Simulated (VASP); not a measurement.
Given:

```
CELL_PARAMETERS angstrom
      3.64013     0.00000     0.00000
     -1.82006     3.15244     0.00000
      0.00000     0.00000    11.71213
ATOMIC_POSITIONS crystal
  Pm 0.00000 0.00000 0.00000
  Pm 0.00000 0.00000 0.50000
  Pm 0.33333 0.66667 0.25000
  Pm 0.66667 0.33333 0.75000
```

Method: PBEsol GGA, VASP's PBE PAW potentials (set 64) (plane waves; VASP). Settings: 400 eV cut-off, 10×10×3 Γ-centred mesh, first-order Methfessel-Paxton smearing of 0.10 eV, potentials Pm_3.

The 4f electrons are frozen in the core of the lanthanide potential, so 4f levels, which can set the real gap, and their magnetism are missing. Energy and stress use the plane-wave basis of the starting cell.

Task: The ions, cell shape and volume are relaxed. What does this cell relax into?

Result: 
```
CELL_PARAMETERS angstrom
      3.59471     0.00000     0.00000
     -1.79735     3.11311     0.00000
      0.00000     0.00000    11.56377
ATOMIC_POSITIONS crystal
  Pm 0.00000 0.00000 0.00000
  Pm 0.00000 0.00000 0.50000
  Pm 0.33333 0.66667 0.25000
  Pm 0.66667 0.33333 0.75000
```
Space group P6_3/mmc (194), at a tolerance of 0.03 Å.

Task: How do energy and volume change from the first to the last step?

Result: The energy (σ→0) changes by -5.6 meV/atom and the volume by -3.7 %, in 3 ionic steps.

```tsv
step	E(σ→0) (eV)	max force (eV/Å)	pressure (GPa)	volume (Å³)
1	-20.5452	0.000	-1.40	134.40
2	-20.5674	0.000	0.21	128.77
3	-20.5677	0.000	-0.02	129.41
```

The structure was generated: Pm was put into the dhcp type (P6_3/mmc), which need not be its known phase. This run relaxes it. Symmetry was kept, so distortions that lower it aren't found.
